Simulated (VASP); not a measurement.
Input:

```yaml
crystal:
  lattice:
    - [2.76161, 1.59442, 4.86240]
    - [-2.76161, 1.59442, 4.86240]
    - [0.00000, -3.18883, 4.86240]
  atoms:
    - { symbol: Dy, position: [0.36269, 0.36269, 0.36269] }
    - { symbol: Dy, position: [0.63731, 0.63731, 0.63731] }
    - { symbol: O, position: [0.22619, 0.55169, 0.96401] }
    - { symbol: O, position: [0.96401, 0.22619, 0.55169] }
    - { symbol: O, position: [0.55169, 0.96401, 0.22619] }
    - { symbol: O, position: [0.77381, 0.44831, 0.03599] }
    - { symbol: O, position: [0.03599, 0.77381, 0.44831] }
    - { symbol: O, position: [0.44831, 0.03599, 0.77381] }
    - { symbol: Sc, position: [0.14738, 0.14738, 0.14738] }
    - { symbol: Sc, position: [0.85262, 0.85262, 0.85262] }
```

The numbers are results of PBEsol GGA, VASP's PBE PAW potentials (set 64) (plane waves; VASP), not measurements. Settings: 520 eV cut-off, Gaussian smearing of 0.050 eV, potentials Dy_3 O Sc_sv.

The 4f electrons are frozen in the core of the lanthanide potential, so 4f levels, which can set the real gap, and their magnetism are missing.

Task: Give the energies of bands 31 to 44 at the high-symmetry points, in eV from the valence-band maximum.

Result: 
```
band      Γ      T     H2      L     S0      F
----  -----  -----  -----  -----  -----  -----
31    -1.46  -1.53  -1.39  -1.23  -1.34  -1.37
32    -0.94  -1.53  -1.21  -1.19  -0.86  -1.04
33    -0.76  -0.53  -0.83  -0.88  -0.83  -0.77
34    -0.76  -0.53  -0.66  -0.70  -0.66  -0.67
35    -0.41  -0.52  -0.32  -0.63  -0.41  -0.43
36    -0.17  -0.41  -0.31  -0.42  -0.35  -0.22
37    -0.17  -0.41  -0.25  -0.08  -0.16  -0.15
38    -0.08  -0.26  -0.03  -0.02  -0.08  -0.01
39     4.58   5.44   4.64   4.53   4.57   4.70
40     5.41   5.44   4.79   4.73   4.69   5.16
41     5.41   5.62   5.53   5.46   5.52   5.24
42     5.58   5.76   5.71   5.53   5.69   5.46
43     5.79   5.83   5.86   5.89   5.91   5.83
44     5.81   5.86   5.94   6.05   5.98   5.99
```

The gap is indirect, 4.44 eV, from the valence maximum at F-Γ at 0.18 to the conduction minimum at H0-L at 0.45.

The structure was generated: DyScO3 was put into the ilmenite type (R-3), which need not be its known phase. It was relaxed first.
